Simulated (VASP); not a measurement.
MgCd2S3:

```xyz
12
Lattice="6.1200 -3.5350 0.0000 6.1200 3.5350 0.0000 0.0000 0.0000 6.6600" Properties=species:S:1:pos:R:3 pbc="T T T"
Mg    6.1200   -2.3564    0.0000
Mg    6.1200    2.3564    3.3300
Cd    4.0796    1.1786    0.0000
Cd    8.1604   -1.1786    3.3300
Cd    8.1604    1.1786    0.0000
Cd    4.0796   -1.1786    3.3300
S     4.0796    1.1786    2.4975
S     8.1604   -1.1786    5.8275
S     6.1200   -2.3564    2.4975
S     6.1200    2.3564    5.8275
S     8.1604    1.1786    2.4975
S     4.0796   -1.1786    5.8275
```

The cell was built by a generator and needn't be a form met in nature.

```yaml
Program: VASP 6.6.1
Task: relaxation of cell and atoms
Functional: PBE
Potentials_or_basis: VASP PAW PBE potentials, release 64 (Mg, Cd, S)
Cutoff: 520 eV
k_mesh: 3 × 3 × 2
Occupations: gaussian, width 0.15 eV
Spin: no spin polarisation
```

At the start: pressure 2.9 GPa; volume 24.01 Å³/atom.

How do energy, volume and symmetry change on relaxing?

Over 7 steps the energy falls by 24.4 meV/atom and the volume is 25.16 Å³/atom (+4.8 %); space group Cmc2_1 (No. 36, to 0.05 Å).

The path:
```csv
step,energy change (eV),largest force (eV/Å),pressure (GPa),volume (Å³)
1,0.0000,0.7813,2.93,288.17
2,-0.2174,0.3626,-0.92,306.90
3,-0.2187,0.3891,-0.57,305.34
4,-0.2629,0.2544,-0.32,303.29
5,-0.2892,0.1326,0.24,299.60
6,-0.2898,0.1205,0.26,300.18
7,-0.2929,0.0683,-0.28,301.91
```

Final structure:
```
Mg Cd S
1.0
     6.22231   -3.59138    0.00000
     6.22231    3.59138    0.00000
     0.00000    0.00000    6.75504
Mg Cd S
2 4 6
Direct
  0.83503 0.16497 0.00030
  0.16497 0.83503 0.50030
  0.16651 0.50175 0.99889
  0.83349 0.49825 0.49889
  0.49825 0.83349 0.99889
  0.50175 0.16651 0.49889
  0.16664 0.51093 0.38016
  0.83336 0.48907 0.88016
  0.84431 0.15569 0.36661
  0.15569 0.84431 0.86661
  0.48907 0.83336 0.38016
  0.51093 0.16664 0.88016
```

Caveat: the k mesh is coarse (spacing up to 0.47 Å⁻¹), so the values aren't converged.
